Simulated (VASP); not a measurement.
All values below come from PBE GGA with D3 dispersion (zero damping), VASP's PBE PAW potentials (set 64) (plane waves; VASP 6.6.1).

The input files of a VASP run:

**POSCAR**
```
GaN
1.0
  1.6314832684  -2.8258118734   0.0000000000
  1.6314832684   2.8258118734   0.0000000000
  0.0000000000   0.0000000000   5.3210796594
Ga N
2 2
direct
  0.6666670000   0.3333330000   0.5002487132
  0.3333330000   0.6666670000   0.0002487132
  0.6666670000   0.3333330000   0.8767512868
  0.3333330000   0.6666670000   0.3767512868
```

KPOINTS:
```
Automatic mesh
0
Gamma
8 8 4
0 0 0
```

### INCAR
```
ALGO=Normal
EDIFF=1E-7
EDIFFG=-0.01
ENCUT=520
GGA=PE
IBRION=2
ISIF=4
ISMEAR=0
IVDW=11
LASPH=.TRUE.
LCHARG=.FALSE.
LMAXMIX=4
LREAL=.FALSE.
LWAVE=.FALSE.
NELM=100
NSW=30
PREC=Accurate
SIGMA=0.05
SYSTEM=GaN
```

POTCAR, in this order: Ga_d N (PBE.64 set). Program: vasp_std.

What VASP printed:

**OUTCAR**
```
 ion  position               nearest neighbor table
   1  0.667  0.333  0.500-   4 2.00   4 2.00   4 2.00   3 2.00
   2  0.333  0.667  0.000-   3 2.00   3 2.00   3 2.00   4 2.00
   3  0.667  0.333  0.877-   2 2.00   2 2.00   2 2.00   1 2.00
   4  0.333  0.667  0.377-   1 2.00   1 2.00   1 2.00   2 2.00
  LATTYP: Found a hexagonal cell.
 ALAT       =     3.2629665029
 C/A-ratio  =     1.6307490913
 Subroutine PRICEL returns:
 Original cell was already a primitive cell.
 Subroutine GETGRP returns: Found 12 space group operations
The static configuration has the point symmetry C_3v.
 The point group associated with its full space group is C_6v.
The dynamic configuration has the point symmetry C_3v.
 Subroutine INISYM returns: Found 12 space group operations
 Subroutine IBZKPT returns following result:
 Found     30 irreducible k-points:

 Following reciprocal coordinates:
            Coordinates               Weight
  0.000000  0.000000  0.000000      1.000000
  0.125000 -0.000000  0.000000      6.000000
  0.250000 -0.000000  0.000000      6.000000
  0.375000 -0.000000  0.000000      6.000000
  0.500000 -0.000000  0.000000      3.000000
  0.125000  0.125000  0.000000      6.000000
  0.250000  0.125000  0.000000     12.000000
  0.375000  0.125000  0.000000     12.000000
  0.250000  0.250000  0.000000      6.000000
  0.375000  0.250000  0.000000      6.000000
  0.000000  0.000000  0.250000      2.000000
  0.125000 -0.000000  0.250000     12.000000
  0.250000 -0.000000  0.250000     12.000000
  0.375000 -0.000000  0.250000     12.000000
  0.500000 -0.000000  0.250000      6.000000
  0.125000  0.125000  0.250000     12.000000
  0.250000  0.125000  0.250000     24.000000
  0.375000  0.125000  0.250000     24.000000
  0.250000  0.250000  0.250000     12.000000
  0.375000  0.250000  0.250000     12.000000
...
```

File OSZICAR:
```
       N       E                     dE             d eps       ncg     rms          rms(c)
DAV:   1     0.280754868013E+03    0.28075E+03   -0.18465E+04  1392   0.300E+03
DAV:   2     0.789663971157E+01   -0.27286E+03   -0.26436E+03  1470   0.522E+02
DAV:   3    -0.265958454243E+02   -0.34492E+02   -0.34028E+02  1500   0.154E+02
DAV:   4    -0.280710353128E+02   -0.14752E+01   -0.14711E+01  1910   0.333E+01
DAV:   5    -0.280901969508E+02   -0.19162E-01   -0.19158E-01  1442   0.358E+00    0.106E+01
DAV:   6    -0.242021801889E+02    0.38880E+01   -0.15638E+01  2370   0.548E+01    0.316E+00
DAV:   7    -0.243070981512E+02   -0.10492E+00   -0.15328E+00  1410   0.110E+01    0.265E+00
DAV:   8    -0.243086997824E+02   -0.16016E-02   -0.30899E-01  2280   0.747E+00    0.932E-01
DAV:   9    -0.242851394984E+02    0.23560E-01   -0.11480E-01  2326   0.541E+00    0.380E-01
DAV:  10    -0.242863155630E+02   -0.11761E-02   -0.57776E-03  1576   0.867E-01    0.118E-01
DAV:  11    -0.242860268809E+02    0.28868E-03   -0.27614E-03  1998   0.929E-01    0.558E-02
DAV:  12    -0.242860562908E+02   -0.29410E-04   -0.29646E-04  1448   0.128E-01    0.532E-02
DAV:  13    -0.242860575539E+02   -0.12631E-05   -0.55414E-06  1974   0.190E-02    0.554E-02
DAV:  14    -0.242860592762E+02   -0.17223E-05   -0.22150E-06  1458   0.120E-02    0.424E-02
DAV:  15    -0.242860474808E+02    0.11795E-04   -0.63599E-05  2258   0.110E-01    0.731E-03
DAV:  16    -0.242860491609E+02   -0.16801E-05   -0.69269E-06  1868   0.256E-02    0.105E-02
DAV:  17    -0.242860496874E+02   -0.52645E-06   -0.44781E-07  1826   0.660E-03    0.126E-02
DAV:  18    -0.242860500452E+02   -0.35777E-06   -0.59782E-07  1158   0.591E-03    0.962E-03
DAV:  19    -0.242860498515E+02    0.19368E-06   -0.14949E-06  1600   0.132E-02    0.354E-03
DAV:  20    -0.242860499533E+02   -0.10182E-06   -0.49173E-07  1766   0.619E-03    0.418E-04
DAV:  21    -0.242860499077E+02    0.45574E-07   -0.38470E-08   660   0.165E-03
   1 F= -.24923105E+02 E0= -.24923105E+02  d E =-.249231E+02
```

### OUTCAR
```
------------------------ aborting loop because EDIFF is reached ----------------------------------------
 Edisp (eV)   -0.63705
  FORCE on cell =-STRESS in cart. coord.  units (eV):
  Direction    XX          YY          ZZ          XY          YZ          ZX
  --------------------------------------------------------------------------------------
  Total      -2.79847    -2.79847    -2.76989     0.00000     0.00000     0.00000
  in kB     -91.38503   -91.38503   -90.45176     0.00000     0.00000     0.00000
  external pressure =      -91.07 kB  Pullay stress =        0.00 kB
  volume of cell :       49.06
      direct lattice vectors                 reciprocal lattice vectors
     1.631483268 -2.825811873  0.000000000     0.306469585 -0.176940300  0.000000000
     1.631483268  2.825811873  0.000000000     0.306469585  0.176940300  0.000000000
     0.000000000  0.000000000  5.321079659     0.000000000  0.000000000  0.187931785
  FREE ENERGIE OF THE ION-ELECTRON SYSTEM (eV)
  ---------------------------------------------------
  free  energy   TOTEN  =       -24.9231048331 eV

  energy  without entropy=      -24.9231048331  energy(sigma->0) =      -24.92310483

 reached required accuracy - stopping structural energy minimisation
```
(Selected blocks of OUTCAR.)

OUTCAR:
```
 val. band max:        4.5770700292   @ k =   0.0000   0.0000   0.0000

 cond. band min:       6.0061358563   @ k =   0.0000   0.0000   0.0000


 Fermi energy:         4.8243516463

 k-point     1 :       0.0000    0.0000    0.0000
  band No.  band energies     occupation
      1     -10.8209      2.00000
      2     -10.1414      2.00000
      3      -8.8320      2.00000
      4      -8.8184      2.00000
      5      -8.8184      2.00000
      6      -8.7699      2.00000
      7      -8.7699      2.00000
      8      -8.6185      2.00000
      9      -8.6185      2.00000
     10      -8.5391      2.00000
     11      -8.5391      2.00000
     12      -7.2913      2.00000
     13      -2.0305      2.00000
     14       3.6329      2.00000
     15       3.6329      2.00000
     16       4.5382      2.00000
     17       4.5770      2.00000
     18       4.5771      2.00000
     19       6.0061      0.00000
     20       8.3797      0.00000
     21      13.3446      0.00000
     22      14.0696      0.00000

 k-point     2 :       0.1250   -0.0000    0.0000
  band No.  band energies     occupation
      1     -10.6950      2.00000
      2     -10.1147      2.00000
      3      -8.8174      2.00000
      4      -8.8011      2.00000
      5      -8.7655      2.00000
      6      -8.7494      2.00000
      7      -8.7458      2.00000
      8      -8.6283      2.00000
      9      -8.6189      2.00000
     10      -8.5570      2.00000
     11      -8.5364      2.00000
     12      -7.1907      2.00000
     13      -1.8290      2.00000
     14       2.6202      2.00000
     15       3.3524      2.00000
     16       3.3733      2.00000
     17       4.3970      2.00000
     18       4.4491      2.00000
     19       7.1157      0.00000
     20       9.2245      0.00000
     21      12.8615      0.00000
     22      13.3378      0.00000

 k-point     3 :       0.2500   -0.0000    0.0000
  band No.  band energies     occupation
      1     -10.4171      2.00000
...
```

The compound is GaN in the wurtzite structure. This cell is one point of a volume scan, at 1.06 of the reference volume.
